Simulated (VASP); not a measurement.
HfO2 (fluorite): the mBJ gap over mesh and path against the volume, with the cell scaled uniformly; LDA's own equilibrium is at 10.305 Å³/atom. VASP (PAW), 520 eV cut-off, 9×9×9 Γ-centred mesh, Gaussian smearing of 0.050 eV, potentials Hf_pv O. mBJ is a potential without an energy functional, so only the levels count.  Fit the value as a straight line in ln V.

| V (Å³/atom) | mBJ gap over mesh and path (eV) |
|---|---|
| 9.068 | 6.209 |
| 9.378 | 6.136 |
| 9.687 | 6.059 |
| 9.996 | 5.977 |
| 10.305 | 5.892 |
| 10.614 | 5.806 |

Task: Fit the rows as the text says and predict the value at 10.923.

Result: The slope against ln V is -2.57 eV, the volume deformation potential of this gap. The line misses the rows by up to 0.010 and gives 5.742 at 10.923. The run gave 5.716, -0.026 from the line.

Left out are failed runs and those whose mesh is unfit for this quantity.

The compound is HfO2 in the fluorite structure, the high-temperature cubic form, which is unstable at 0 K; the monoclinic form is the stable one.
